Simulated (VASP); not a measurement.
# ZrZn (Pm-3m) in VASP: a series of runs, part 2 of 2

VASP 6.6.1.

### 3 Relaxation of cell and atoms, LDA

This run uses another cell than the first one, of 18.56 Å³/atom, 1.072 times its volume.

INCAR reads:

```
SYSTEM = ZrZn
ALGO     = Normal         ! electronic algorithm
EDIFF    = 1E-6           ! SCF threshold, eV
EDIFFG   = -0.005         ! ionic threshold
ENCUT    = 600            ! plane-wave cutoff, eV
IBRION   = 2              ! ionic algorithm
ISIF     = 3              ! what is computed and relaxed
ISMEAR   = 0              ! smearing method
LASPH    = .TRUE.         ! aspherical terms in the spheres
LCHARG   = .FALSE.        ! write CHGCAR
LREAL    = .FALSE.        ! projectors in reciprocal space
LWAVE    = .FALSE.        ! write WAVECAR
NELM     = 100            ! most SCF steps
NSW      = 100            ! ionic steps
PREC     = Accurate       ! precision mode
SIGMA    = 0.1            ! smearing width, eV
```

KPOINTS reads:

```
k-points
0
G
  12 12 12
  0 0 0
```

POSCAR reads:

```
ZrZn
1.0
    3.3360000000      0.0000000000      0.0000000000
    0.0000000000      3.3360000000      0.0000000000
    0.0000000000      0.0000000000      3.3360000000
Zr Zn
1 1
Direct
    0.5000000000      0.5000000000      0.5000000000
    0.0000000000      0.0000000000      0.0000000000
```

Potentials or basis: VASP PAW LDA potentials, release 64 (Zr_sv, Zn).

Run with:

```bash
$ cat potpaw_LDA.64/Zr_sv/POTCAR potpaw_LDA.64/Zn/POTCAR > POTCAR
$ mpirun -np 1 vasp_std > vasp.out
```

OUTCAR:

```text
SYSTEM = ZrZn
   EDIFF = 1E-6
   EDIFFG = -0.005
   ENCUT = 600
   IBRION = 2
   ISIF = 3
   ISMEAR = 0
   LASPH = .TRUE.
   LREAL = .FALSE.
   NELM = 100
   NSW = 100
   PREC = Accurate

 ion  position               nearest neighbor table
   1  0.500  0.500  0.500-   2 2.89   2 2.89   2 2.89   2 2.89   2 2.89   2 2.89   2 2.89   2 2.89

   2  0.000  0.000  0.000-   1 2.89   1 2.89   1 2.89   1 2.89   1 2.89   1 2.89   1 2.89   1 2.89

  LATTYP: Found a simple cubic cell.
 ALAT       =     3.3360000000

  Lattice vectors:

 A1 = (   3.3360000000,   0.0000000000,   0.0000000000)
 A2 = (   0.0000000000,   3.3360000000,   0.0000000000)
 A3 = (   0.0000000000,   0.0000000000,   3.3360000000)

Analysis of symmetry for initial positions (statically):
=====================================================================
 Subroutine PRICEL returns:
 Original cell was already a primitive cell.

 Routine SETGRP: Setting up the symmetry group for a
 simple cubic supercell.

 Subroutine GETGRP returns: Found 48 space group operations
 (whereof 48 operations were pure point group operations)
 out of a pool of 48 trial point group operations.

The static configuration has the point symmetry O_h .

Analysis of symmetry for dynamics (positions and initial velocities):
=====================================================================
 Subroutine PRICEL returns:
 Original cell was already a primitive cell.

 Routine SETGRP: Setting up the symmetry group for a
 simple cubic supercell.

 Subroutine GETGRP returns: Found 48 space group operations
 (whereof 48 operations were pure point group operations)
 out of a pool of 48 trial point group operations.

The dynamic configuration has the point symmetry O_h .

 Subroutine INISYM returns: Found 48 space group operations
 (whereof 48 operations are pure point group operations),
 and found     1 'primitive' translations

----------------------------------------------------------------------------------------
[... 127 lines left out ...]
  energy-cutoff  :      600.00
  volume of cell :       37.13
 maximum number of plane-waves:      1261
 NGX is ok and might be reduce to    28
   NGX = 13   NGY = 13   NGZ = 13

--------------------------------------- Ionic step        1  -------------------------------------------

 number of electron      23.9999991 magnetization

 Free energy of the ion-electron system (eV)
  ---------------------------------------------------
  ext. energy  EPLUGINS =         0.00000000
  ---------------------------------------------------
  free energy    TOTEN  =       -11.73568472 eV

  energy without entropy =      -11.73424926  energy(sigma->0) =      -11.73496699

------------------------ aborting loop because EDIFF is reached ----------------------------------------

  FORCE on cell =-STRESS in cart. coord.  units (eV):
  Direction    XX          YY          ZZ          XY          YZ          ZX
  --------------------------------------------------------------------------------------
  -------------------------------------------------------------------------------------
  Total       -1.6916881     -1.6916881     -1.6916881     -0.0000000     -0.0000000      0.0000000
  in kB      -73.0050254    -73.0050254    -73.0050254     -0.0000000     -0.0000000      0.0000000
  external PRESSURE =     -73.0050254 kB  Pullay stress =       0.0000000 kB
[... 59 lines left out ...]
--------------------------------------- Ionic step        3  -------------------------------------------

 number of electron      24.0000020 magnetization

 Free energy of the ion-electron system (eV)
  ---------------------------------------------------
  ext. energy  EPLUGINS =         0.00000000
  ---------------------------------------------------
  free energy    TOTEN  =       -11.79317143 eV

  energy without entropy =      -11.79155772  energy(sigma->0) =      -11.79236457

 E-fermi :   7.2515     XC(G=0): -12.0477

 val. band max:        7.1049071176   @ k =   0.5000   0.4167   0.0000
 cond. band min:       7.2532992598   @ k =   0.5000   0.3333   0.0000
 fundamental gap:      0.1483921422
 Fermi energy:         7.2514787210

 k-point     1 :       0.0000    0.0000    0.0000
  band No.  band energies     occupation
      1     -41.2485      2.00000
      2     -19.2380      2.00000
      3     -19.2380      2.00000
      4     -19.2380      2.00000
      5      -0.9163      2.00000
      6      -0.3447      2.00000
[... 433 lines left out ...]
      3     -19.5436      2.00000
      4     -19.1647      2.00000
      5      -0.2738      2.00000
      6      -0.2304      2.00000
[... 8 lines left out ...]
     15       9.6838      0.00000
     16      12.2856      0.00000

 [... further k-points ...]

------------------------ aborting loop because EDIFF is reached ----------------------------------------

  FORCE on cell =-STRESS in cart. coord.  units (eV):
  Direction    XX          YY          ZZ          XY          YZ          ZX
  --------------------------------------------------------------------------------------
  -------------------------------------------------------------------------------------
  Total       -0.0088604     -0.0088604     -0.0088604     -0.0000000      0.0000000     -0.0000000
  in kB       -0.4083005     -0.4083005     -0.4083005     -0.0000000      0.0000000     -0.0000000
  external PRESSURE =      -0.4083005 kB  Pullay stress =       0.0000000 kB
[... 17 lines left out ...]
  FREE ENERGIE OF THE ION-ELECTRON SYSTEM (eV)
  ---------------------------------------------------
  free  energy   TOTEN  =       -11.7931714257 eV

  energy  without entropy=      -11.7915577232  energy(sigma->0) =      -11.79236457

 reached required accuracy - stopping structural energy minimisation
```

CONTCAR:

```text
ZrZn
   1.00000000000000
     3.2638331041519359   -0.0000000000000000    0.0000000000000000
    -0.0000000000000000    3.2638331041519359   -0.0000000000000000
     0.0000000000000000   -0.0000000000000000    3.2638331041519359
  Zr              Zn
     1     1
Direct
     0.5000000000000000    0.5000000000000000    0.5000000000000000
     0.0000000000000000    0.0000000000000000    0.0000000000000000

  0.00000000E+00  0.00000000E+00  0.00000000E+00
  0.00000000E+00  0.00000000E+00  0.00000000E+00
```

Run time: 69 s. Hardware: 1 thread of AMD EPYC 9R14 (Zen 4), shared host; peak memory 0.17 GiB.

Results:

```yaml
Free_energy: -11.7932 eV
Relaxed_volume: 17.38 Å³/atom
Relaxed_cell: a = 3.264 Å, b = 3.264 Å, c = 3.264 Å, α = 90.00°, β = 90.00°, γ = 90.00°
Space_group_after_relaxing_to_0.05_Å: Pm-3m (No. 221)
Energy_gained_by_relaxing: 28.7 meV/atom
Ionic_steps: 3
Pressure_after_relaxing: 0.0 GPa
Band_gap_on_the_k_mesh: none (metal or under the smearing width)
```

Step by step:
```tsv
step	energy change (eV)	largest force (eV/Å)	pressure (GPa)	volume (Å³)
1	0.0000	0.0000	-7.30	37.13
2	-0.0076	0.0000	8.47	32.76
3	-0.0575	0.0000	-0.04	34.77
```

Final structure:
```
CELL_PARAMETERS angstrom
3.26383 0.00000 0.00000
0.00000 3.26383 0.00000
0.00000 0.00000 3.26383
ATOMIC_POSITIONS crystal
Zr 0.50000 0.50000 0.50000
Zn 0.00000 0.00000 0.00000
```
